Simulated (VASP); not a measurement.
PbSe (space group Fm-3m): computed properties

The numbers are results of LDA (Ceperley-Alder, Perdew-Zunger), VASP's LDA PAW potentials (set 64) (plane waves; VASP), not measurements.

```yaml
space_group: Fm-3m (225)
cell: a = 6.0434 Å, b = 6.0434 Å, c = 6.0434 Å, α = 90.00°, β = 90.00°, γ = 90.00°
volume_per_atom: 27.59 Å^3/atom
band gap (over mesh and band path): 0.03 eV
smallest direct gap (over mesh and band path): 0.03 eV
band_edge_character: direct, L to L
density: 8.61 g/cm³
optical Γ-point spectrum: 57 (×3) cm⁻¹
```

PbSe has the cubic space group Fm-3m (No. 225), the rock salt structure, Pearson symbol cF8. Conventional cell: a = 6.043 Å, b = 6.043 Å, c = 6.043 Å, α = 90.00°, β = 90.00°, γ = 90.00°. Pb on 4a is coordinated by 6 Se at 3.022 Å (octahedral). Se on 4b has 6 Pb at 3.022 Å (octahedral). (Neighbours: up to the widest gap in distance over summed covalent radii, below 1.35, at either atom; cation-cation and far metal-metal contacts left out.)
(The calculation used a cell of 2 atoms; values per cell refer to that cell.)

Unless said otherwise, spin-orbit coupling is left out, though it shifts the bands of the heavy elements here.

The structure comes from a computed database's PbSe entry (Fm-3m); how it stands against other phases isn't given here. It was relaxed first, which changed the volume by -7 %. Symmetry was kept, so distortions that lower it aren't found.
